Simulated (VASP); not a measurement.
Input:

```xyz
6
Lattice="4.6105 0.0000 0.0000 0.0000 4.6105 0.0000 0.0000 0.0000 3.0430" Properties=species:S:1:pos:R:3 pbc="T T T"
Mg     0.0000     0.0000     0.0000
Mg     2.3053     2.3053     1.5215
F      1.3976     1.3976     3.0430
F      3.7029     0.9077     1.5215
F      0.9077     3.7029     1.5215
F      3.2129     3.2129     0.0000
```

Calculation: MS2 meta-GGA, VASP's PBE PAW potentials (set 64) (plane waves; VASP). Run with 520 eV cut-off, 6×6×8 Γ-centred mesh, tetrahedra with Blöchl corrections, potentials Mg F.

The cores are frozen, which limits the accuracy of field gradients.

Problem. Give the principal components of the electric field gradient (V/Å²) and the asymmetry η at each nucleus.

Solution. 
| atom | Vxx | Vyy | Vzz | η |
|---|---|---|---|---|
| Mg1 | -4.9 | -1.5 | 6.4 | 0.53 |
| Mg2 | -4.9 | -1.5 | 6.4 | 0.53 |
| F3 | 30.9 | 16.5 | -47.4 | 0.30 |
| F4 | 30.9 | 16.5 | -47.4 | 0.30 |
| F5 | 30.9 | 16.5 | -47.4 | 0.30 |
| F6 | 30.9 | 16.5 | -47.4 | 0.30 |

The compound is MgF2 in the rutile structure. It was relaxed first.
